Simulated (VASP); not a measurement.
All values below come from PBEsol GGA, VASP's PBE PAW potentials (set 64) (plane waves; VASP).

Input for VASP

### INCAR
```
ALGO = Normal
EDIFF = 1E-6
EDIFFG = -0.02
ENCUT = 620
GGA = PS
IBRION = 2
ISIF = 3
ISMEAR = 0
LASPH = .TRUE.
LCHARG = .FALSE.
LMAXMIX = 4
LREAL = .FALSE.
LWAVE = .FALSE.
NELM = 100
NSW = 40
PREC = Accurate
PSTRESS = 50
SIGMA = 0.05
SYSTEM = BaTiO3
```

**POSCAR**
```
BaTiO3
1
    3.9417736112     0.0000000000     0.0000000000
    0.0000000000     3.9417736112    -0.0000000000
    0.0000000000     0.0000000000     3.9792237927
Ba Ti O
1 1 3
Direct
  0.0000000000   0.0000000000   0.9985909812
  0.5000000000   0.5000000000   0.5106085872
  0.5000000000   0.5000000000   0.9808231001
  0.0000000000   0.5000000000   0.4869886658
  0.5000000000   0.0000000000   0.4869886658
```

File KPOINTS:
```
Automatic mesh
0
Gamma
6 6 6
0 0 0
```

POTCAR, in this order: Ba_sv Ti_sv O (PBE.64 set). Program: vasp_std.

The run wrote:

OUTCAR:
```
 ion  position               nearest neighbor table
   1  0.000  0.000  0.999-   4 2.77   5 2.77   4 2.77   5 2.77   3 2.79   3 2.79   3 2.79   3 2.79
                             4 2.83   5 2.83   5 2.83   4 2.83   2 3.40   2 3.40   2 3.40   2 3.40
   2  0.500  0.500  0.511-   3 1.87   4 1.97   5 1.97   5 1.97   4 1.97   3 2.11   1 3.40   1 3.40
                             1 3.40   1 3.40   1 3.45   1 3.45   1 3.45   1 3.45
   3  0.500  0.500  0.981-   2 1.87   2 2.11   1 2.79   1 2.79   1 2.79   1 2.79
   4  0.000  0.500  0.487-   2 1.97   2 1.97   1 2.77   1 2.77   1 2.83   1 2.83
   5  0.500  0.000  0.487-   2 1.97   2 1.97   1 2.77   1 2.77   1 2.83   1 2.83
  LATTYP: Found a simple tetragonal cell.
 ALAT       =     3.9417736112
 C/A-ratio  =     1.0095008454
 Subroutine PRICEL returns:
 Original cell was already a primitive cell.
 Subroutine GETGRP returns: Found  8 space group operations
The static configuration has the point symmetry C_4v.
The dynamic configuration has the point symmetry C_4v.
 Subroutine INISYM returns: Found  8 space group operations
 Subroutine IBZKPT returns following result:
 Found     40 irreducible k-points:

 Following reciprocal coordinates:
            Coordinates               Weight
  0.000000  0.000000  0.000000      1.000000
  0.166667  0.000000  0.000000      4.000000
  0.333333  0.000000  0.000000      4.000000
...
```

OSZICAR:
```
       N       E                     dE             d eps       ncg     rms          rms(c)
DAV:   1     0.498014087622E+03    0.49801E+03   -0.23913E+04  1920   0.207E+03
DAV:   2     0.729827894466E+01   -0.49072E+03   -0.48280E+03  2232   0.535E+02
DAV:   3    -0.497044309152E+02   -0.57003E+02   -0.55161E+02  2904   0.160E+02
DAV:   4    -0.519798728378E+02   -0.22754E+01   -0.22743E+01  2720   0.309E+01
DAV:   5    -0.520513242335E+02   -0.71451E-01   -0.71447E-01  2696   0.412E+00    0.245E+01
DAV:   6    -0.420823129121E+02    0.99690E+01   -0.66911E+01  2912   0.783E+01    0.103E+01
DAV:   7    -0.421001483019E+02   -0.17835E-01   -0.99813E+00  2400   0.234E+01    0.694E+00
DAV:   8    -0.419944828053E+02    0.10567E+00   -0.14741E+00  2520   0.122E+01    0.228E+00
DAV:   9    -0.419808306539E+02    0.13652E-01   -0.24716E-01  2472   0.420E+00    0.936E-01
DAV:  10    -0.419820968560E+02   -0.12662E-02   -0.11818E-01  2448   0.240E+00    0.833E-01
DAV:  11    -0.419736824138E+02    0.84144E-02   -0.70031E-02  2800   0.193E+00    0.187E-01
DAV:  12    -0.419732433516E+02    0.43906E-03   -0.32264E-03  2288   0.548E-01    0.453E-02
DAV:  13    -0.419733000518E+02   -0.56700E-04   -0.10962E-03  2688   0.241E-01    0.629E-02
DAV:  14    -0.419732441824E+02    0.55869E-04   -0.23649E-04  2464   0.104E-01    0.160E-02
DAV:  15    -0.419732415102E+02    0.26722E-05   -0.24207E-05  2520   0.275E-02    0.398E-03
DAV:  16    -0.419732413799E+02    0.13030E-06   -0.17966E-06  1304   0.953E-03
   1 F= -.40043758E+02 E0= -.40043758E+02  d E =-.400438E+02
```

### OUTCAR
```
------------------------ aborting loop because EDIFF is reached ----------------------------------------
  FORCE on cell =-STRESS in cart. coord.  units (eV):
  Direction    XX          YY          ZZ          XY          YZ          ZX
  --------------------------------------------------------------------------------------
  Total        1.9223255      1.9223255      1.9374933      0.0000000     -0.0000000      0.0000000
  in kB       49.8145024     49.8145024     50.2075548      0.0000000     -0.0000000      0.0000000
  external PRESSURE =      -0.0544801 kB  Pullay stress =      50.0000000 kB
  volume of cell :       61.83
      direct lattice vectors                 reciprocal lattice vectors
     3.941773611  0.000000000  0.000000000     0.253692905  0.000000000  0.000000000
     0.000000000  3.941773611  0.000000000     0.000000000  0.253692905  0.000000000
     0.000000000  0.000000000  3.979223793     0.000000000  0.000000000  0.251305293
 POSITION                                       TOTAL-FORCE (eV/Angst)
 -----------------------------------------------------------------------------------
      0.00000      0.00000      3.97362         0.000000     -0.000000     -0.006570
      1.97089      1.97089      2.03183         0.000000     -0.000000     -0.002750
      1.97089      1.97089      3.90291         0.000000      0.000000      0.019528
      0.00000      1.97089      1.93784         0.000000      0.000000     -0.005104
      1.97089      0.00000      1.93784         0.000000     -0.000000     -0.005104
 -----------------------------------------------------------------------------------
    total drift:                                0.000000     -0.000000     -0.000136
  FREE ENERGIE OF THE ION-ELECTRON SYSTEM (eV)
  ---------------------------------------------------
  free  energy   TOTEN  =       -41.9732413799 eV

  energy  without entropy=      -41.9732413799  energy(sigma->0) =      -41.97324138
  enthalpy is  TOTEN    =       -40.0437575555 eV   P V=        1.9294838244

 reached required accuracy - stopping structural energy minimisation
```
(Selected blocks of OUTCAR.)

### OUTCAR
```
 val. band max:        4.0212851868   @ k =   0.5000   0.5000   0.5000

 cond. band min:       5.8163244402   @ k =   0.0000   0.0000   0.0000


 Fermi energy:         4.2926608969

 k-point     1 :       0.0000    0.0000    0.0000
  band No.  band energies     occupation
      1     -52.1559      2.00000
      2     -28.5383      2.00000
      3     -28.5042      2.00000
      4     -28.5042      2.00000
      5     -20.7191      2.00000
      6     -12.9188      2.00000
      7     -12.2594      2.00000
      8     -12.2222      2.00000
      9      -5.9235      2.00000
     10      -5.9032      2.00000
     11      -5.9032      2.00000
     12       1.6691      2.00000
     13       1.6920      2.00000
     14       1.6920      2.00000
     15       2.7070      2.00000
     16       2.7070      2.00000
     17       2.7878      2.00000
     18       3.7417      2.00000
     19       3.7560      2.00000
     20       3.7560      2.00000
     21       5.8163      0.00000
     22       6.0186      0.00000
     23       6.0186      0.00000
     24       8.2964      0.00000

 k-point     2 :       0.1667    0.0000    0.0000
  band No.  band energies     occupation
      1     -52.1556      2.00000
      2     -28.5377      2.00000
      3     -28.5212      2.00000
      4     -28.5035      2.00000
      5     -20.6817      2.00000
      6     -12.9562      2.00000
      7     -12.2430      2.00000
      8     -12.1876      2.00000
      9      -5.8758      2.00000
     10      -5.8542      2.00000
     11      -5.7777      2.00000
     12       1.2099      2.00000
     13       1.5737      2.00000
     14       1.5956      2.00000
     15       2.3473      2.00000
     16       2.4342      2.00000
     17       2.5811      2.00000
     18       3.1570      2.00000
     19       3.5255      2.00000
     20       3.6185      2.00000
     21       6.0506      0.00000
     22       6.3919      0.00000
     23       6.4382      0.00000
     24       8.3399      0.00000
...
```

Unless said otherwise, spin-orbit coupling is left out, though it shifts the bands of the heavy elements here.

The compound is BaTiO3 in the tetragonal perovskite structure. It was relaxed first under an external pressure of 5 GPa.
